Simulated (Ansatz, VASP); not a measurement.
# BaCu2SnS4: VASP beside Ansatz, part 2 of 2

Aim: how closely do two programs agree when they are given the same cell, functional and k mesh? The cell is taken from a series of runs on this material, whose earlier steps may have relaxed, scaled, displaced or heated it; both programs get it as it stands.

VASP 6.6.1 and Ansatz 0.2.0.

So far: Set-up; Ansatz: single point, PBEsol.

## Step 3: VASP: single point, PBEsol

Level of this step: PBEsol, no spin polarisation; plane waves and PAW (Ba_sv, Sn_d, Cu, S) (VASP).

The same cell, functional and mesh now go to VASP, with its own data sets.

Lines of VASP's logs that name or quote its potential files are left out, and so is its time.

Contents of INCAR:

```
SYSTEM = BaCu2SnS4
PREC = Accurate
ENCUT = 520
EDIFF = 1E-06
NELM = 120
ISMEAR = 0
SIGMA = 0.01
LREAL = .FALSE.
ALGO = Normal
GGA = PS
NBANDS = 130
LASPH = .TRUE.
LORBIT = 11
LWAVE = .FALSE.
LCHARG = .FALSE.
ISIF = 2
GGA_COMPAT = .FALSE.
EFERMI = MIDGAP
KPAR = 4
```

Contents of POSCAR:

```
BaCu2SnS4
1.0
    6.3233532517      0.0000000000      0.0000000000
   -3.1616766258      5.4761845531      0.0000000000
    0.0000000000      0.0000000000     15.5396575902
Ba Sn Cu S
3 3 6 12
Direct
    0.5701790465      0.0000000000      0.8333333333
    1.0000000000      0.5701790465      0.1666666667
    0.4298209535      0.4298209535      0.5000000000
    0.2961825466      0.2961825466      0.0000000000
    1.0000000000      0.7038174534      0.6666666667
    0.7038174534      0.0000000000      0.3333333333
    0.6279317821      0.0632425635      0.5880207186
    0.5646892186      0.9367574365      0.0786459481
    0.0632425635      0.6279317821      0.4119792814
    0.4353107814      0.3720682179      0.2546873852
    0.9367574365      0.5646892186      0.9213540519
    0.3720682179      0.4353107814      0.7453126148
    0.5638656988      0.5037144557      0.8789209681
    0.5037144557      0.5638656988      0.1210790319
    0.4361343012      0.9398487569      0.4544123652
    0.0601512431      0.4962855443      0.7877456985
    0.4962855443      0.0601512431      0.2122543015
    0.9398487569      0.4361343012      0.5455876348
    0.6497926053      0.7665978091      0.6643480317
    0.2334021909      0.8831947962      0.9976813650
    0.1168052038      0.3502073947      0.3310146984
    0.3502073947      0.1168052038      0.6689853016
    0.8831947962      0.2334021909      0.0023186350
    0.7665978091      0.6497926053      0.3356519683
```

Contents of KPOINTS:

```
Automatic mesh
0
Gamma
4 4 2
0 0 0
```

Potentials, in the order of the species: Ba_sv, Sn_d, Cu and S (PBE family, release 64).

Run with:

```
$ mpirun -np 4 vasp_std
```

Numbers of over 12 decimals in the logs are rounded to 6 here.

Log:

```text
[banner, memory and clock lines left out]
running    4 mpi-ranks, on    1 nodes
 distrk:  each k-point on    1 cores,    4 groups
 distr:  one band on    1 cores,    1 groups

 POSCAR found type information on POSCAR BaSnCuS
 POSCAR found :  4 types and      24 ions
|                                                                             |
|               ----> ADVICE to this user running VASP <----                  |
|                                                                             |
|     You have a (more or less) 'large supercell' and for larger cells it     |
|     might be more efficient to use real-space projection operators.         |
|     Therefore, try LREAL= Auto in the INCAR file.                           |
|     Mind: For very accurate calculation, you might also keep the            |
|     reciprocal projection scheme (i.e. LREAL=.FALSE.).                      |
|                                                                             |

|                                                                             |
|               ----> ADVICE to this user running VASP <----                  |
|                                                                             |
|     You enforced a specific xc type in the INCAR file but a different       |
|     [... a line on the potential file left out ...]
|     I HOPE YOU KNOW WHAT YOU ARE DOING!                                     |
|                                                                             |

 LDA part: xc-table for (Slater+PW92), standard interpolation
 POSCAR, INCAR and KPOINTS ok, starting setup
 FFT: planning ... GRIDC
 FFT: planning ... GRID_SOFT
 FFT: planning ... GRID
 WAVECAR not read
 entering main loop
       N       E                     dE             d eps       ncg     rms          rms(c)
DAV:   1     0.267648658837E+04    0.26765E+04   -0.83723E+04  2080   0.189E+03
DAV:   2     0.504622697929E+03   -0.21719E+04   -0.20722E+04  2080   0.539E+02
DAV:   3    -0.465985903459E+02   -0.55122E+03   -0.51399E+03  2394   0.256E+02
DAV:   4    -0.124726204520E+03   -0.78128E+02   -0.76172E+02  3144   0.976E+01
DAV:   5    -0.128526061371E+03   -0.37999E+01   -0.37519E+01  3360   0.262E+01    0.345E+01
DAV:   6    -0.133077452357E+03   -0.45514E+01   -0.21962E+02  2960   0.142E+02    0.273E+01
DAV:   7    -0.117128614806E+03    0.15949E+02   -0.63408E+01  2848   0.962E+01    0.138E+01
DAV:   8    -0.118716735315E+03   -0.15881E+01   -0.33246E+01  3416   0.581E+01    0.114E+01
DAV:   9    -0.117805429029E+03    0.91131E+00   -0.14227E+01  2944   0.415E+01    0.463E+00
DAV:  10    -0.117602926052E+03    0.20250E+00   -0.19127E+00  2872   0.200E+01    0.157E+00
DAV:  11    -0.117635187895E+03   -0.32262E-01   -0.37519E-01  3000   0.208E+00    0.123E+00
DAV:  12    -0.117652412424E+03   -0.17225E-01   -0.65080E-02  3200   0.176E+00    0.114E+00
DAV:  13    -0.117634172846E+03    0.18240E-01   -0.48912E-02  2976   0.292E+00    0.413E-01
DAV:  14    -0.117634697723E+03   -0.52488E-03   -0.99857E-03  3144   0.267E-01    0.254E-01
DAV:  15    -0.117635061452E+03   -0.36373E-03   -0.93384E-04  3208   0.318E-01    0.231E-01
DAV:  16    -0.117634847701E+03    0.21375E-03   -0.14001E-03  3192   0.364E-01    0.146E-01
DAV:  17    -0.117634850918E+03   -0.32170E-05   -0.25268E-04  3008   0.758E-02    0.102E-01
DAV:  18    -0.117634806297E+03    0.44621E-04   -0.38390E-05  3160   0.729E-02    0.857E-02
DAV:  19    -0.117634762003E+03    0.44295E-04   -0.12898E-04  3248   0.118E-01    0.469E-02
DAV:  20    -0.117634768167E+03   -0.61648E-05   -0.91926E-05  2752   0.278E-02    0.255E-02
DAV:  21    -0.117634767894E+03    0.27382E-06   -0.23291E-06  1928   0.892E-03
   1 F= -.11763477E+03 E0= -.11763477E+03  d E =0.000000E+00
```

OUTCAR, selected parts (step 3):

```text
ion  position               nearest neighbor table
   1  0.570  0.000  0.833-  22 3.17  20 3.17  19 3.17  23 3.17  13 3.20  16 3.20  13 3.28  16 3.28
                            12 3.42  11 3.42   5 4.06   4 4.06
   2  0.000  0.570  0.167-  21 3.17  23 3.17  24 3.17  20 3.17  14 3.20  17 3.20  14 3.28  17 3.28
                            10 3.42   8 3.42   6 4.06   4 4.06
   3  0.430  0.430  0.500-  19 3.17  24 3.17  22 3.17  21 3.17  15 3.20  18 3.20  15 3.28  18 3.28
                             7 3.42   9 3.42   6 4.06   5 4.06
   4  0.296  0.296  0.000-  14 2.43  13 2.43  20 2.44  23 2.44   1 4.06   2 4.06
   5  0.000  0.704  0.667-  16 2.43  18 2.43  22 2.44  19 2.44   1 4.06   3 4.06
   6  0.704  0.000  0.333-  17 2.43  15 2.43  21 2.44  24 2.44   2 4.06   3 4.06
   7  0.628  0.063  0.588-  19 2.28  18 2.29  22 2.32  15 2.33   3 3.42
   8  0.565  0.937  0.079-  23 2.28  14 2.29  20 2.32  17 2.33   2 3.42
   9  0.063  0.628  0.412-  24 2.28  15 2.29  21 2.32  18 2.33   3 3.42
  10  0.435  0.372  0.255-  21 2.28  17 2.29  24 2.32  14 2.33   2 3.42
  11  0.937  0.565  0.921-  20 2.28  13 2.29  23 2.32  16 2.33   1 3.42
  12  0.372  0.435  0.745-  22 2.28  16 2.29  19 2.32  13 2.33   1 3.42
  13  0.564  0.504  0.879-  11 2.29  12 2.33   4 2.43   1 3.20   1 3.28
  14  0.504  0.564  0.121-   8 2.29  10 2.33   4 2.43   2 3.20   2 3.28
  15  0.436  0.940  0.454-   9 2.29   7 2.33   6 2.43   3 3.20   3 3.28
  16  0.060  0.496  0.788-  12 2.29  11 2.33   5 2.43   1 3.20   1 3.28
  17  0.496  0.060  0.212-  10 2.29   8 2.33   6 2.43   2 3.20   2 3.28
  18  0.940  0.436  0.546-   7 2.29   9 2.33   5 2.43   3 3.20   3 3.28
  19  0.650  0.767  0.664-   7 2.28  12 2.32   5 2.44   3 3.17   1 3.17
  20  0.233  0.883  0.998-  11 2.28   8 2.32   4 2.44   1 3.17   2 3.17
  21  0.117  0.350  0.331-  10 2.28   9 2.32   6 2.44   2 3.17   3 3.17
  22  0.350  0.117  0.669-  12 2.28   7 2.32   5 2.44   1 3.17   3 3.17
  23  0.883  0.233  0.002-   8 2.28  11 2.32   4 2.44   2 3.17   1 3.17
  24  0.767  0.650  0.336-   9 2.28  10 2.32   6 2.44   3 3.17   2 3.17

  LATTYP: Found a hexagonal cell.
 ALAT       =     6.3233532517
 C/A-ratio  =     2.4575026844

 Subroutine GETGRP returns: Found  6 space group operations
 (whereof  2 operations were pure point group operations)

The static configuration has the point symmetry C_2 .
 The point group associated with its full space group is D_3 .

 Found      8 irreducible k-points:

   k-points           NKPTS =      8   k-points in BZ     NKDIM =      8   number of bands    NBANDS=    130

   dimension x,y,z NGX =    48 NGY =   48 NGZ =  120
   dimension x,y,z NGXF=    96 NGYF=   96 NGZF=  240

   ENCUT  =  520.0 eV  38.22 Ry    6.18 a.u.  11.76 11.76 28.89*2*pi/ulx,y,z

   NELECT =     210.0000    total number of electrons

 k-points in reciprocal lattice and weights: Automatic mesh
   0.00000000  0.00000000  0.00000000       0.031
   0.25000000  0.00000000  0.00000000       0.188
   0.50000000  0.00000000  0.00000000       0.094
   0.25000000  0.25000000  0.00000000       0.188
   0.00000000  0.00000000  0.50000000       0.031
   0.25000000  0.00000000  0.50000000       0.188
   0.50000000  0.00000000  0.50000000       0.094
   0.25000000  0.25000000  0.50000000       0.188

 average (electrostatic) potential at core
       1 -34.5413       2 -34.5413       3 -34.5413       4-102.6659       5-102.6659
       6-102.6659       7 -65.7096       8 -65.7096       9 -65.7096      10 -65.7096
      11 -65.7096      12 -65.7096      13 -86.9535      14 -86.9535      15 -86.9535
      16 -86.9535      17 -86.9535      18 -86.9535      19 -86.9970      20 -86.9970
      21 -86.9970      22 -86.9970      23 -86.9970      24 -86.9970

 E-fermi :   4.8515

 k-point     1 :       0.0000    0.0000    0.0000
  band No.  band energies     occupation
    ...
    101       4.1776      2.00000
    102       4.2150      2.00000
    103       4.4260      2.00000
    104       4.6360      2.00000
    105       4.6360      2.00000
    106       5.0671      0.00000
    107       6.0250      0.00000
    108       6.0250      0.00000
    109       6.5015      0.00000
    110       6.5015      0.00000
    ...

 k-point     2 :       0.2500    0.0000    0.0000
  band No.  band energies     occupation
    ...
    101       4.0816      2.00000
    102       4.1459      2.00000
    103       4.1599      2.00000
    104       4.2898      2.00000
    105       4.4261      2.00000
    106       5.8313      0.00000
    107       5.9794      0.00000
    108       6.0179      0.00000
    109       6.8088      0.00000
    110       6.8740      0.00000
    ...

 k-point     3 :       0.5000    0.0000    0.0000
  band No.  band energies     occupation
    ...
    101       3.7823      2.00000
    102       3.9714      2.00000
    103       4.0599      2.00000
    104       4.1663      2.00000
    105       4.1789      2.00000
    106       5.7657      0.00000
    107       5.9029      0.00000
    108       6.1627      0.00000
    109       6.9544      0.00000
    110       7.2008      0.00000
    ...

  Total        1.0055418      1.0055418      1.2888237      0.0000000     -0.0000000      0.0000000
  in kB        2.9939446      2.9939446      3.8374004      0.0000000     -0.0000000      0.0000000
  external PRESSURE =       3.2750965 kB  Pullay stress =       0.0000000 kB

  energy-cutoff  :      520.00
  volume of cell :      538.10
      direct lattice vectors                 reciprocal lattice vectors
     6.323353252  0.000000000  0.000000000     0.158143940  0.091304447  0.000000000
    -3.161676626  5.476184553  0.000000000     0.000000000  0.182608893  0.000000000
     0.000000000  0.000000000 15.539657590     0.000000000  0.000000000  0.064351482

 POSITION                                       TOTAL-FORCE (eV/Angst)
 -----------------------------------------------------------------------------------
      3.60544      0.00000     12.94971         0.018213      0.000000      0.000000
     -1.80272      3.12241      2.58994        -0.009107      0.015773      0.000000
      1.35895      2.35378      7.76983        -0.009107     -0.015773      0.000000
      0.93643      1.62195      0.00000         0.000403      0.000699      0.000000
     -2.22524      3.85423     10.35977         0.000403     -0.000699     -0.000000
      4.45049      0.00000      5.17989        -0.000807      0.000000      0.000000
      3.77068      0.34633      9.13764         0.006512     -0.005821     -0.004944
      0.60901      5.12986      1.22213         0.006512      0.005821      0.004944
     -1.58541      3.43867      6.40202        -0.008298      0.002729      0.004944
      1.57626      2.03751      3.95775        -0.008298     -0.002729     -0.004944
      4.13808      3.09234     14.31753         0.001785      0.008551     -0.004944
      0.97641      2.38384     11.58190         0.001785     -0.008551      0.004944
      1.97294      2.75843     13.65813        -0.024593     -0.011839      0.033073
      1.40240      3.08783      1.88153         0.002043     -0.027218     -0.033073
     -0.21367      5.14679      7.06141         0.022550      0.015379     -0.033073
     -1.18874      2.71775     12.24130        -0.024593      0.011839     -0.033073
      2.94801      0.32940      3.29836         0.022550     -0.015379      0.033073
      4.56408      2.38835      8.47825         0.002043      0.027218      0.033073
      1.68513      4.19803     10.32374         0.063181      0.000800      0.004688
     -1.31649      4.83654     15.50363        -0.032283      0.054317      0.004688
     -0.36864      1.91780      5.14386        -0.030898     -0.055117      0.004688
      1.84518      0.63965     10.39580        -0.032283     -0.054317     -0.004688
      4.84681      1.27815      0.03603         0.063181     -0.000800     -0.004688
      2.79303      3.55838      5.21592        -0.030898      0.055117     -0.004688
 -----------------------------------------------------------------------------------
    total drift:                               -0.000002     -0.000003     -0.000001

  FREE ENERGIE OF THE ION-ELECTRON SYSTEM (eV)
  ---------------------------------------------------
  free  energy   TOTEN  =      -117.6347678935 eV

  energy  without entropy=     -117.6347678935  energy(sigma->0) =     -117.63476789

 total charge
# of ion       s       p       d       tot
------------------------------------------
    1        2.000   5.601   0.303   7.904
    2        2.000   5.601   0.303   7.904
    3        2.000   5.601   0.303   7.904
    4        1.105   1.106  10.112  12.324
    5        1.105   1.106  10.112  12.324
    6        1.105   1.106  10.112  12.324
    7        0.376   0.379   9.255  10.011
    8        0.376   0.379   9.255  10.011
    9        0.376   0.379   9.255  10.011
   10        0.376   0.379   9.255  10.011
   11        0.376   0.379   9.255  10.011
   12        0.376   0.379   9.255  10.011
   13        1.325   2.370   0.000   3.695
   14        1.325   2.370   0.000   3.695
   15        1.325   2.370   0.000   3.695
   16        1.325   2.370   0.000   3.695
   17        1.325   2.370   0.000   3.695
   18        1.325   2.370   0.000   3.695
   19        1.322   2.381   0.000   3.703
   20        1.322   2.381   0.000   3.703
   21        1.322   2.381   0.000   3.703
   22        1.322   2.381   0.000   3.703
   23        1.322   2.381   0.000   3.703
   24        1.322   2.381   0.000   3.703
--------------------------------------------------
tot         27.461  50.902  86.775 165.139

[... 3 further parts left out ...]
```

The run ends at a pressure of 0.33 GPa, with forces up to 0.063 eV/Å.

## Step 4: Side by side

Known differences besides the potentials themselves: fixed occupations in Ansatz, narrow Gaussian smearing in VASP; the data sets hold 258 valence electrons in Ansatz (on its PAW soft_1 files) and 210 in VASP; the cutoff is 420 eV in Ansatz and 520 eV in VASP; Ansatz makes its cores anew for this functional, VASP keeps those of its PBE data sets. Total energies have different zeros and are not compared.

Both answers:

| quantity | Ansatz | VASP | difference |
| --- | --- | --- | --- |
| gap on the k mesh (eV) | 0.408 | 0.431 | -0.023 |

A gap on the mesh is an upper bound, since the band edges may lie between its points. VASP's last cycles still show a density residual of 3e-03, so its state may not be settled.

## Step 5: What came out

```json
{"difference in gap on the k mesh (single point, PBEsol)": "-0.023 eV"}
```

The difference in gap on the k mesh is -0.023 eV (single point, PBEsol), within the 0.08 eV picked in this series as the mark of a large difference. The data sets hold unlike numbers of valence electrons (258 in Ansatz and 210 in VASP), so part of the differences comes from the potentials. Such differences can come from data sets, numerical settings and the points named under the comparisons, not from the functional's error against experiment.

[Lines on the potential files, build, host, timing and source positions are cut from VASP's logs without a mark.]

[Logs are printed without paths, hosts, clocks, repeated set-up lines and the standing remarks that a program may print on its own settings, such as how far it seeks lower states.]

[Hosts, paths, dates, database ids (printed as entryN), source tags and the programs' standing remarks are cut or masked in the printed files.]
